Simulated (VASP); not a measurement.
# Li3ZrN2 (P-4m2) in VASP: settings compared, part 2 of 2

VASP 6.6.1. Earlier steps stand in the parts before.

### Step 3. Relaxation of cell and atoms, PBE

This run uses another cell than the first one, of 11.37 Å³/atom, 0.997 times its volume.

Input file INCAR:

```
SYSTEM = Li3ZrN2
PREC = Accurate ; ENCUT = 520
EDIFF = 1E-7 ; ISMEAR = 0
SIGMA = 0.1 ; LREAL = .FALSE.
LASPH = .TRUE. ; NELM = 120
ALGO = Normal ; ISIF = 3
LWAVE = .FALSE. ; LCHARG = .FALSE.
GGA = PE ; IBRION = 2
NSW = 60 ; EDIFFG = -0.005
POTIM = 0.3 ; KPAR = 4
```

Input file KPOINTS:

```
regular mesh
0
G
  8 8 6
  0 0 0
```

Input file POSCAR:

```
Li3ZrN2                                 
1.0
    3.6215889342      0.0000000000      0.0000000000
    0.0000000000      3.6215889342      0.0000000000
   -0.0000000000      0.0000000000      5.2020166498
  Li              Zr              N             
     3     1     2
Direct
     0.5000000000000000    0.5000000000000000    1.0000000000000000
     0.5000000000000000    0.5000000000000000    0.5000000000000000
     1.0000000000000000    0.0000000000000000    0.5000000000000000
     0.0000000000000000    0.0000000000000000    0.0000000000000000
     1.0000000000000000    0.5000000000000000    0.2256948569350556
     0.5000000000000000    0.0000000000000000    0.7743051430649445
```

Potentials or basis: VASP PAW PBE potentials, release 64 (Li_sv, Zr_sv, N).

Command:

```sh
cat potpaw_PBE.64/Li_sv/POTCAR potpaw_PBE.64/Zr_sv/POTCAR potpaw_PBE.64/N/POTCAR > POTCAR
mpirun -np 4 vasp_std > vasp.out
```

OUTCAR:

```text
SYSTEM = Li3ZrN2
   PREC = Accurate
   ENCUT = 520
   EDIFF = 1E-7
   ISMEAR = 0
   LREAL = .FALSE.
   LASPH = .TRUE.
   NELM = 120
   ISIF = 3
   GGA = PE
   IBRION = 2
   NSW = 60
   EDIFFG = -0.005
   POTIM = 0.3

 ion  position               nearest neighbor table
   1  0.500  0.500  0.000-   5 2.16   6 2.16   6 2.16   5 2.16   4 2.56   4 2.56   4 2.56   4 2.56
                             2 2.60   2 2.60
   2  0.500  0.500  0.500-   3 2.56   3 2.56   3 2.56   3 2.56   1 2.60   1 2.60
   3  0.000  0.000  0.500-   2 2.56   2 2.56   2 2.56   2 2.56   4 2.60   4 2.60
   4  0.000  0.000  0.000-   5 2.16   6 2.16   5 2.16   6 2.16   1 2.56   1 2.56   1 2.56   1 2.56
                             3 2.60   3 2.60
   5  0.000  0.500  0.226-   1 2.16   4 2.16   4 2.16   1 2.16
   6  0.500  0.000  0.774-   1 2.16   4 2.16   1 2.16   4 2.16

  LATTYP: Found a simple tetragonal cell.
 ALAT       =     3.6215889342
 C/A-ratio  =     1.4363906960

  Lattice vectors:

 A1 = (   3.6215889342,   0.0000000000,   0.0000000000)
 A2 = (   0.0000000000,   3.6215889342,   0.0000000000)
 A3 = (   0.0000000000,   0.0000000000,   5.2020166498)

Analysis of symmetry for initial positions (statically):
=====================================================================
 Subroutine PRICEL returns:
 Original cell was already a primitive cell.

 Routine SETGRP: Setting up the symmetry group for a
 simple tetragonal supercell.

 Subroutine GETGRP returns: Found  8 space group operations
 (whereof  8 operations were pure point group operations)
 out of a pool of 16 trial point group operations.

The static configuration has the point symmetry D_2d.

Analysis of symmetry for dynamics (positions and initial velocities):
=====================================================================
 Subroutine PRICEL returns:
 Original cell was already a primitive cell.

 Routine SETGRP: Setting up the symmetry group for a
 simple tetragonal supercell.

 Subroutine GETGRP returns: Found  8 space group operations
 (whereof  8 operations were pure point group operations)
 out of a pool of 16 trial point group operations.

The dynamic configuration has the point symmetry D_2d.

 Subroutine INISYM returns: Found  8 space group operations
 (whereof  8 operations are pure point group operations),
 and found     1 'primitive' translations

----------------------------------------------------------------------------------------

                                     Primitive cell

  volume of cell :      68.2292

  direct lattice vectors                    reciprocal lattice vectors
     3.621588934  0.000000000  0.000000000     0.276121895  0.000000000  0.000000000
     0.000000000  3.621588934  0.000000000     0.000000000  0.276121895  0.000000000
     0.000000000  0.000000000  5.202016650     0.000000000  0.000000000  0.192233141

[... 128 lines left out ...]
 NGX is ok and might be reduce to    28
   NGX = 13   NGY = 13   NGZ = 19

--------------------------------------- Ionic step        1  -------------------------------------------

 number of electron      30.9999979 magnetization

 Free energy of the ion-electron system (eV)
  ---------------------------------------------------
  ext. energy  EPLUGINS =         0.00000000
  ---------------------------------------------------
  free energy    TOTEN  =       -34.91598583 eV

  energy without entropy =      -34.90623105  energy(sigma->0) =      -34.91110844

------------------------ aborting loop because EDIFF is reached ----------------------------------------

  FORCE on cell =-STRESS in cart. coord.  units (eV):
  Direction    XX          YY          ZZ          XY          YZ          ZX
  --------------------------------------------------------------------------------------
  -------------------------------------------------------------------------------------
  Total       -0.0118705     -0.0118705     -0.0506429      0.0000000      0.0000000     -0.0000000
  in kB       -0.2787457     -0.2787457     -1.1892115      0.0000000      0.0000000     -0.0000000
  external PRESSURE =      -0.5822343 kB  Pullay stress =       0.0000000 kB

 VOLUME and BASIS-vectors are now :
 -----------------------------------------------------------------------------
  energy-cutoff  :      520.00
  volume of cell :       68.23
      direct lattice vectors                 reciprocal lattice vectors
     3.621588934  0.000000000  0.000000000     0.276121895  0.000000000  0.000000000
     0.000000000  3.621588934  0.000000000     0.000000000  0.276121895  0.000000000
     0.000000000  0.000000000  5.202016650     0.000000000  0.000000000  0.192233141

 POSITION                                       TOTAL-FORCE (eV/Angst)
 -----------------------------------------------------------------------------------
      1.81079      1.81079      0.00000         0.000000     -0.000000      0.000000
      1.81079      1.81079      2.60101        -0.000000      0.000000      0.000000
      0.00000      0.00000      2.60101        -0.000000     -0.000000      0.000000
      0.00000      0.00000      0.00000        -0.000000     -0.000000      0.000000
      0.00000      1.81079      1.17407        -0.000000     -0.000000      0.002049
      1.81079      0.00000      4.02795        -0.000000     -0.000000     -0.002049
 -----------------------------------------------------------------------------------
    total drift:                                0.000000      0.000000      0.000000

  FREE ENERGIE OF THE ION-ELECTRON SYSTEM (eV)
  ---------------------------------------------------
  free  energy   TOTEN  =       -34.9159858314 eV

  energy  without entropy=      -34.9062310468  energy(sigma->0) =      -34.91110844

--------------------------------------- Ionic step        2  -------------------------------------------

 number of electron      30.9999979 magnetization

 Free energy of the ion-electron system (eV)
  ---------------------------------------------------
  ext. energy  EPLUGINS =         0.00000000
  ---------------------------------------------------
  free energy    TOTEN  =       -34.91599581 eV

  energy without entropy =      -34.90624312  energy(sigma->0) =      -34.91111947

 E-fermi :   6.6704     XC(G=0): -10.0963

 val. band max:        6.6624915756   @ k =   0.2500   0.2500   0.1667
 cond. band min:       6.6836350837   @ k =   0.3750   0.2500   0.3333
 fundamental gap:      0.0211435081
 Fermi energy:         6.6704474760

 k-point     1 :       0.0000    0.0000    0.0000
  band No.  band energies     occupation
      1     -42.9539      2.00000
      2     -40.7077      2.00000
      3     -40.4079      2.00000
      4     -40.1257      2.00000
      5     -21.2048      2.00000
      6     -21.0568      2.00000
[... 505 lines left out ...]
      6     -21.1552      2.00000
[... 11 lines left out ...]
     18       7.9430      0.00000
     19       8.8203      0.00000

 [... further k-points ...]
[... 5 lines left out ...]
  --------------------------------------------------------------------------------------
  -------------------------------------------------------------------------------------
  Total       -0.0019756     -0.0019756     -0.0252038      0.0000000      0.0000000      0.0000000
  in kB       -0.0464085     -0.0464085     -0.5920546      0.0000000      0.0000000      0.0000000
  external PRESSURE =      -0.2282906 kB  Pullay stress =       0.0000000 kB

 VOLUME and BASIS-vectors are now :
 -----------------------------------------------------------------------------
  energy-cutoff  :      520.00
  volume of cell :       68.20
      direct lattice vectors                 reciprocal lattice vectors
     3.621381539  0.000000000 -0.000000000     0.276137709  0.000000000  0.000000000
     0.000000000  3.621381539  0.000000000     0.000000000  0.276137709  0.000000000
    -0.000000000  0.000000000  5.200745720     0.000000000  0.000000000  0.192280118

 POSITION                                       TOTAL-FORCE (eV/Angst)
 -----------------------------------------------------------------------------------
      1.81069      1.81069     -0.00000         0.000000     -0.000000      0.000000
      1.81069      1.81069      2.60037         0.000000     -0.000000      0.000000
      3.62138      3.62138      2.60037         0.000000      0.000000      0.000000
      3.62138      3.62138     -0.00000         0.000000      0.000000      0.000000
      3.62138      1.81069      1.17384        -0.000000     -0.000000      0.004605
      1.81069      3.62138      4.02690         0.000000     -0.000000     -0.004605
 -----------------------------------------------------------------------------------
    total drift:                                0.000000      0.000000     -0.000000

  FREE ENERGIE OF THE ION-ELECTRON SYSTEM (eV)
  ---------------------------------------------------
  free  energy   TOTEN  =       -34.9159958098 eV

  energy  without entropy=      -34.9062431220  energy(sigma->0) =      -34.91111947

 reached required accuracy - stopping structural energy minimisation
```

It took 28 s on 4 MPI ranks of Intel Xeon Platinum 8375C at 2.90GHz (Ice Lake), shared host; peak memory 0.23 GiB.

These settings aren't checked as converged: the numbers below hold their error.

Results:

```
Free energy                            : -34.9160 eV
Relaxed volume                         : 11.37 Å³/atom
Relaxed cell                           : a = 3.621 Å, b = 3.621 Å, c = 5.201 Å, α = 90.00°, β = 90.00°, γ = 90.00°
Space group after relaxing (to 0.05 Å) : P-4m2 (No. 115)
Energy gained by relaxing              : 0.0 meV/atom
Ionic steps                            : 2
Largest force after relaxing           : 0.005 eV/Å
Band gap on the k mesh                 : none (metal or under the smearing width)
```

Caveat: the cutoff is under 1.25 times the usual one of these potentials, so pressure, stress and relaxed cells hold a basis-set (Pulay) error.

### Step 4. Single point, r2SCAN

This run uses another cell than the first one, of 11.37 Å³/atom, 0.997 times its volume.

Input file INCAR:

```
PREC     = Accurate       # precision mode
ENCUT    = 520            # plane-wave cutoff, eV
EDIFF    = 1E-6           # SCF threshold, eV
ISMEAR   = 0              # smearing method
SIGMA    = 0.1            # smearing width, eV
LREAL    = False          # projectors in reciprocal space
LASPH    = True           # aspherical terms in the spheres
NELM     = 150            # most SCF steps
ALGO     = Normal         # electronic algorithm
ISIF     = 2              # what is computed and relaxed
LWAVE    = False          # write WAVECAR
LCHARG   = False          # write CHGCAR
METAGGA  = R2SCAN         # meta-GGA
LMIXTAU  = True         
KPAR     = 4
```

Input file KPOINTS:

```
Automatic mesh
0
Gamma
  8 8 6
```

Input file POSCAR:

```
Li3ZrN2                                 
1.0
    3.6213815394      0.0000000000     -0.0000000000
    0.0000000000      3.6213815394      0.0000000000
   -0.0000000000      0.0000000000      5.2007457202
  Li              Zr              N             
     3     1     2
Direct
     0.5000000000000000    0.5000000000000000    0.0000000000000000
     0.5000000000000000    0.5000000000000000    0.5000000000000000
     1.0000000000000000    1.0000000000000000    0.5000000000000000
     1.0000000000000000    1.0000000000000000    0.0000000000000000
     1.0000000000000000    0.5000000000000000    0.2257062580041023
     0.5000000000000000    1.0000000000000000    0.7742937419958976
```

Potentials or basis: VASP PAW PBE potentials, release 64 (Li_sv, Zr_sv, N).

Command:

```sh
cat potpaw_PBE.64/Li_sv/POTCAR potpaw_PBE.64/Zr_sv/POTCAR potpaw_PBE.64/N/POTCAR > POTCAR
mpirun -np 4 vasp_std > vasp.out
```

OUTCAR:

```text
PREC = Accurate
   ENCUT = 520
   EDIFF = 1E-6
   ISMEAR = 0
   LREAL = False
   LASPH = True
   NELM = 150
   ISIF = 2
   METAGGA = R2SCAN

 ion  position               nearest neighbor table
   1  0.500  0.500  0.000-   5 2.16   6 2.16   6 2.16   5 2.16   4 2.56   4 2.56   4 2.56   4 2.56
                             2 2.60   2 2.60
   2  0.500  0.500  0.500-   3 2.56   3 2.56   3 2.56   3 2.56   1 2.60   1 2.60
   3  0.000  0.000  0.500-   2 2.56   2 2.56   2 2.56   2 2.56   4 2.60   4 2.60
   4  0.000  0.000  0.000-   5 2.16   6 2.16   5 2.16   6 2.16   1 2.56   1 2.56   1 2.56   1 2.56
                             3 2.60   3 2.60
   5  0.000  0.500  0.226-   1 2.16   4 2.16   4 2.16   1 2.16
   6  0.500  0.000  0.774-   1 2.16   4 2.16   1 2.16   4 2.16

  LATTYP: Found a simple tetragonal cell.
 ALAT       =     3.6213815394
 C/A-ratio  =     1.4361220058

  Lattice vectors:

 A1 = (   3.6213815394,   0.0000000000,   0.0000000000)
 A2 = (   0.0000000000,   3.6213815394,   0.0000000000)
 A3 = (   0.0000000000,   0.0000000000,   5.2007457202)

Analysis of symmetry for initial positions (statically):
=====================================================================
 Subroutine PRICEL returns:
 Original cell was already a primitive cell.

 Routine SETGRP: Setting up the symmetry group for a
 simple tetragonal supercell.

 Subroutine GETGRP returns: Found  8 space group operations
 (whereof  8 operations were pure point group operations)
 out of a pool of 16 trial point group operations.

The static configuration has the point symmetry D_2d.

Analysis of symmetry for dynamics (positions and initial velocities):
=====================================================================
 Subroutine PRICEL returns:
 Original cell was already a primitive cell.

 Routine SETGRP: Setting up the symmetry group for a
 simple tetragonal supercell.

[... 135 lines left out ...]
  Thomas-Fermi vector in A             =   2.392301
   LORBIT       =      0    0 simple, 1 ext, 2 COOP (PROOUT), +10 PAW based schemes
   METAGGA = R2SCAN    functional components
   LHFCALC =     F    Hartree Fock is set to
   AEXX    =    0.0000 exact exchange contribution
   IVDW    =     0    specifies the selected vdW correction
   LEPSILON=     F    determine dielectric tensor
   LRPA    =     F    only Hartree local field effects (RPA)
 non-spin polarized calculation
 Gauss-broadening in eV      SIGMA  =   0.10
  energy-cutoff  :      520.00
  volume of cell :       68.20
 maximum number of plane-waves:      1868
 NGX is ok and might be reduce to    28
   NGX = 13   NGY = 13   NGZ = 19

 number of electron      30.9999979 magnetization

 Free energy of the ion-electron system (eV)
  ---------------------------------------------------
  ext. energy  EPLUGINS =         0.00000000
  ---------------------------------------------------
  free energy    TOTEN  =       -52.92952437 eV

  energy without entropy =      -52.92032156  energy(sigma->0) =      -52.92492297

 E-fermi :   6.8420     XC(G=0): -10.6777

 val. band max:        6.8319995540   @ k =   0.0000   0.0000   0.1667
 cond. band min:       6.8448710965   @ k =   0.3750   0.2500   0.1667
 fundamental gap:      0.0128715425
 Fermi energy:         6.8419817840

 k-point     1 :       0.0000    0.0000    0.0000
  band No.  band energies     occupation
      1     -44.6491      2.00000
      2     -42.4561      2.00000
      3     -42.0844      2.00000
      4     -41.9237      2.00000
      5     -22.2275      2.00000
      6     -22.0544      2.00000
[... 505 lines left out ...]
      6     -22.1713      2.00000
[... 11 lines left out ...]
     18       8.2150      0.00000
     19       9.0989      0.00000

 [... further k-points ...]

------------------------ aborting loop because EDIFF is reached ----------------------------------------

  FORCE on cell =-STRESS in cart. coord.  units (eV):
  Direction    XX          YY          ZZ          XY          YZ          ZX
  --------------------------------------------------------------------------------------
  -------------------------------------------------------------------------------------
  Total       -0.5952204     -0.5952204     -0.6842918      0.0000000      0.0000000      0.0000000
  in kB      -13.9821580    -13.9821580    -16.0745085      0.0000000      0.0000000      0.0000000
  external PRESSURE =     -14.6796082 kB  Pullay stress =       0.0000000 kB

 VOLUME and BASIS-vectors are now :
 -----------------------------------------------------------------------------
  energy-cutoff  :      520.00
  volume of cell :       68.20
      direct lattice vectors                 reciprocal lattice vectors
     3.621381539  0.000000000  0.000000000     0.276137709  0.000000000  0.000000000
     0.000000000  3.621381539  0.000000000     0.000000000  0.276137709  0.000000000
     0.000000000  0.000000000  5.200745720     0.000000000  0.000000000  0.192280118

 POSITION                                       TOTAL-FORCE (eV/Angst)
 -----------------------------------------------------------------------------------
      1.81069      1.81069      0.00000         0.000000     -0.000000      0.000000
      1.81069      1.81069      2.60037         0.000000      0.000000      0.000000
      0.00000      0.00000      2.60037        -0.000000     -0.000000      0.000000
      0.00000      0.00000      0.00000        -0.000000     -0.000000      0.000000
      0.00000      1.81069      1.17384         0.000000     -0.000000     -0.063495
      1.81069      0.00000      4.02690         0.000000      0.000000      0.063495
 -----------------------------------------------------------------------------------
    total drift:                                0.000000      0.000000     -0.000000

  FREE ENERGIE OF THE ION-ELECTRON SYSTEM (eV)
  ---------------------------------------------------
  free  energy   TOTEN  =       -52.9295243722 eV

  energy  without entropy=      -52.9203215600  energy(sigma->0) =      -52.92492297
```

It took 75 s on 4 MPI ranks of Intel Xeon Platinum 8375C at 2.90GHz (Ice Lake), shared host; peak memory 0.23 GiB.

What came out:

```yaml
Free_energy: -52.9295 eV
Largest_force: 0.063 eV/Å
Band_gap_on_the_k_mesh: none (metal or under the smearing width)
```

Forces on the atoms (eV/Å):
```
Li   0.000  0.000  0.000
Li   0.000  0.000  0.000
Li   0.000  0.000  0.000
Zr   0.000  0.000  0.000
N    0.000  0.000 -0.063
N    0.000  0.000  0.063
```

Levels at points of the mesh, in eV from the Fermi level:
```csv
k point,band 11,band 12,band 13,band 14,band 15,band 16,band 17,band 18,band 19
"(0.00, 0.00, 0.00)",-5.24,-5.01,-5.01,-3.85,-3.85,0.12,0.46,1.39,1.93
"(0.50, 0.00, 0.00)",-5.72,-5.02,-4.76,-4.47,-3.91,0.71,1.63,1.64,1.67
"(0.50, 0.50, 0.00)",-5.30,-4.48,-4.19,-4.19,-4.14,-1.18,-1.18,1.72,2.45
"(0.00, 0.00, 0.50)",-5.28,-5.28,-5.20,-3.52,-3.52,-0.04,1.40,1.76,2.40
"(0.50, 0.00, 0.50)",-5.74,-5.04,-4.84,-4.42,-3.78,0.71,1.33,1.81,2.92
"(0.50, 0.50, 0.50)",-5.22,-4.61,-4.35,-4.35,-4.27,-0.55,-0.55,1.56,2.69
```

Caveat: the cutoff is under 1.25 times the usual one of these potentials, so pressure, stress and relaxed cells hold a basis-set (Pulay) error; the PAW data sets were made with another functional, which shifts forces and pressure a little.
